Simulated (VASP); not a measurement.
All values below come from r2SCAN meta-GGA, VASP's PBE PAW potentials (set 64) (plane waves; VASP 6.6.1).

VASP input:

### INCAR
```
SYSTEM = TaAs
PREC = Accurate; ENCUT = 400; LREAL = .False.
LASPH = .True.
EDIFF = 1E-7; NELM = 100; ALGO = Normal
LMAXMIX = 6; LMIXTAU = .True.
ISMEAR = -5
METAGGA = R2SCAN
ISIF = 2
LWAVE = .False.; LCHARG = .False.; LORBIT = 11
NEDOS = 601
```

**KPOINTS_OPT**
```
k-points along high-symmetry lines
10
Line-mode
Reciprocal
  0.000000   0.000000   0.000000 ! GAMMA
  0.000000   0.500000   0.000000 ! X

  0.000000   0.500000   0.000000 ! X
  0.500000   0.500000   0.000000 ! M

  0.500000   0.500000   0.000000 ! M
  0.000000   0.000000   0.000000 ! GAMMA

  0.000000   0.000000   0.000000 ! GAMMA
  0.500000   0.500000   0.500000 ! R

  0.500000   0.500000   0.500000 ! R
  0.000000   0.500000   0.000000 ! X

  0.500000   0.500000   0.500000 ! R
  0.500000   0.500000   0.000000 ! M
```

File POSCAR:
```
TaAs
1
    3.2031208458     0.0000000000    -0.0000000000
    0.0000000000     3.2031208458     0.0000000000
   -0.0000000000     0.0000000000     3.2031208458
Ta As
1 1
Direct
  0.0000000000   0.0000000000   0.0000000000
  0.5000000000   0.5000000000   0.5000000000
```

**KPOINTS**
```
K-points
0
gamma
  13 13 13
```

POTCAR, in this order: Ta_pv As (PBE.64 set). Program: vasp_std.

Unless said otherwise, spin-orbit coupling is left out, though it shifts the bands of the heavy elements here.

Question: What does the run give for the energy per atom (σ→0), band gap (over mesh and band path)?

Answer: 
| Property | Value |
|---|---|
| energy per atom (σ→0) | -31.922 eV/atom |
| band gap (over mesh and band path) | none (metal, semimetal or under 0.01 eV) |

File OSZICAR:
```
...
DAV:  14    -0.638433972094E+02    0.34228E-04   -0.76247E-05  2376   0.717E-02    0.110E-02
DAV:  15    -0.638434022497E+02   -0.50403E-05   -0.54822E-06  2336   0.226E-02    0.174E-03
DAV:  16    -0.638434041271E+02   -0.18774E-05   -0.45862E-07  2316   0.810E-03    0.122E-03
DAV:  17    -0.638434045855E+02   -0.45842E-06   -0.12453E-08  1132   0.115E-03    0.111E-03
DAV:  18    -0.638434038751E+02    0.71045E-06   -0.36672E-08  1088   0.254E-03    0.121E-04
DAV:  19    -0.638434039287E+02   -0.53594E-07   -0.43546E-09  1060   0.910E-04
   1 F= -.63843404E+02 E0= -.63843404E+02  d E =0.000000E+00
       N       E                     dE             ncg
```

The structure was generated: TaAs was put into the CsCl type (Pm-3m), which need not be its known phase. It was relaxed first.
